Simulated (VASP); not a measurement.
Output of a VASP run:

### OSZICAR
```
       N       E                     dE             d eps       ncg     rms          rms(c)
DAV:   1     0.245617903999E+03    0.24562E+03   -0.14522E+04  5760   0.168E+03
DAV:   2    -0.372676268253E+01   -0.24934E+03   -0.22806E+03  5918   0.359E+02
DAV:   3    -0.308417222045E+02   -0.27115E+02   -0.26001E+02  6826   0.135E+02
DAV:   4    -0.315450442036E+02   -0.70332E+00   -0.69899E+00  6378   0.235E+01
DAV:   5    -0.315656825459E+02   -0.20638E-01   -0.20633E-01  7728   0.365E+00    0.212E+01
DAV:   6    -0.290265048424E+02    0.25392E+01   -0.46546E+01  7854   0.100E+02    0.289E+01
DAV:   7    -0.260846715133E+02    0.29418E+01   -0.15009E+01  7442   0.795E+01    0.112E+01
DAV:   8    -0.261953872001E+02   -0.11072E+00   -0.19439E+00  6906   0.131E+01    0.722E+00
DAV:   9    -0.260921602014E+02    0.10323E+00   -0.10491E+00  9276   0.181E+01    0.449E+00
DAV:  10    -0.261195452582E+02   -0.27385E-01   -0.19141E-01  6902   0.578E+00    0.276E+00
DAV:  11    -0.260938528637E+02    0.25692E-01   -0.14034E-01  9084   0.572E+00    0.272E-01
DAV:  12    -0.260960064051E+02   -0.21535E-02   -0.19962E-02  6134   0.121E+00    0.269E-01
DAV:  13    -0.260959994287E+02    0.69765E-05   -0.61336E-04  8472   0.404E-01    0.857E-02
DAV:  14    -0.260959881811E+02    0.11248E-04   -0.16741E-04  7480   0.137E-01    0.590E-02
DAV:  15    -0.260959949397E+02   -0.67586E-05   -0.17165E-05  7776   0.473E-02    0.304E-02
DAV:  16    -0.260959950833E+02   -0.14359E-06   -0.58099E-06  5840   0.290E-02
   1 F= -.26095995E+02 E0= -.26090867E+02  d E =-.102554E-01  mag=     5.8041
```

OUTCAR:
```
------------------------ aborting loop because EDIFF is reached ----------------------------------------
  FORCE on cell =-STRESS in cart. coord.  units (eV):
  Direction    XX          YY          ZZ          XY          YZ          ZX
  --------------------------------------------------------------------------------------
  Total       -0.4848103     -0.4848103     -0.4848103     -0.0234446     -0.0234446     -0.0234446
  in kB      -20.0947964    -20.0947964    -20.0947964     -0.9717510     -0.9717510     -0.9717510
  external PRESSURE =     -20.0947964 kB  Pullay stress =       0.0000000 kB
  volume of cell :       38.65
      direct lattice vectors                 reciprocal lattice vectors
     4.260000000  2.130000000  2.130000000     0.352112676 -0.117370892 -0.117370892
     2.130000000  4.260000000  2.130000000    -0.117370892  0.352112676 -0.117370892
     2.130000000  2.130000000  4.260000000    -0.117370892 -0.117370892  0.352112676
 POSITION                                       TOTAL-FORCE (eV/Angst)
 -----------------------------------------------------------------------------------
      0.00000      0.00000      0.00000        -0.000000     -0.000000     -0.000000
      4.26000      4.26000      4.26000        -0.000000      0.000000     -0.000000
      2.13000      2.13000      2.13000         0.000000      0.000000      0.000000
      6.39000      6.39000      6.39000        -0.000000     -0.000000      0.000000
 -----------------------------------------------------------------------------------
    total drift:                                0.000000     -0.000000     -0.000000
  FREE ENERGIE OF THE ION-ELECTRON SYSTEM (eV)
  ---------------------------------------------------
  free  energy   TOTEN  =       -26.0959950833 eV

  energy  without entropy=      -26.0857396369  energy(sigma->0) =      -26.09086736

 total charge

# of ion       s       p       d       tot
------------------------------------------
    1        0.294   0.356   7.144   7.793
    2        0.294   0.356   7.144   7.793
    3        1.556   3.422   0.000   4.979
    4        1.556   3.422   0.000   4.979
--------------------------------------------------
tot          3.699   7.557  14.288  25.543

 magnetization (x)

# of ion       s       p       d       tot
------------------------------------------
    1        0.021   0.018   2.516   2.554
    2        0.021   0.018   2.516   2.554
    3        0.029   0.269   0.000   0.297
    4        0.029   0.269   0.000   0.297
--------------------------------------------------
tot          0.098   0.573   5.032   5.703
```
(Selected blocks of OUTCAR.)

POSCAR:
```
CoO
1
    4.2600000000     2.1300000000     2.1300000000
    2.1300000000     4.2600000000     2.1300000000
    2.1300000000     2.1300000000     4.2600000000
Co O
2 2
Direct
  0.0000000000   0.0000000000   0.0000000000
  0.5000000000   0.5000000000   0.5000000000
  0.2500000000   0.2500000000   0.2500000000
  0.7500000000   0.7500000000   0.7500000000
```

Write an INCAR and KPOINTS that could have produced this output.

Several could match; the one computed here: the input of the run itself, PBE GGA, plane waves, VASP's PBE PAW potentials (set 64).

**INCAR**
```
! general
SYSTEM  = CoO
PREC    = Accurate
ENCUT   = 520
LREAL   = F   ! projection in real space or not
LASPH   = T

! electronic loop
EDIFF   = 1E-6   ! SCF stop (eV)
NELM    = 100   ! most electronic steps
ALGO    = Normal   ! blocked Davidson
LMAXMIX = 4   ! l cut-off of mixed one-centre charges

! smearing
ISMEAR  = 0
SIGMA   = 0.05   ! width (eV)

! functional
GGA     = PE

! spin
ISPIN   = 2   ! spin-polarised
MAGMOM  = 2*3.0 2*0.0

! ions
ISIF    = 2   ! forces and stress, cell fixed

! output
LWAVE   = F
LCHARG  = F
LORBIT  = 10
```

KPOINTS:
```
Automatic mesh
0
Gamma
8 8 8
0 0 0
```

POTCAR, in this order: Co O (PBE.64 set). Program: vasp_std.

The moments were started parallel, and other spin orders were not tried in this run.

The compound is CoO in the rock salt, AFM-II order structure. The cell was not relaxed at this level. The k-mesh is coarse (spacing up to 0.31 per Å, 2π included), so the numbers may not be converged in it. The run is one of a series of settings (MAGMOM = 3.0 3.0 0.0 0.0 against the base run), some of them coarse on purpose.
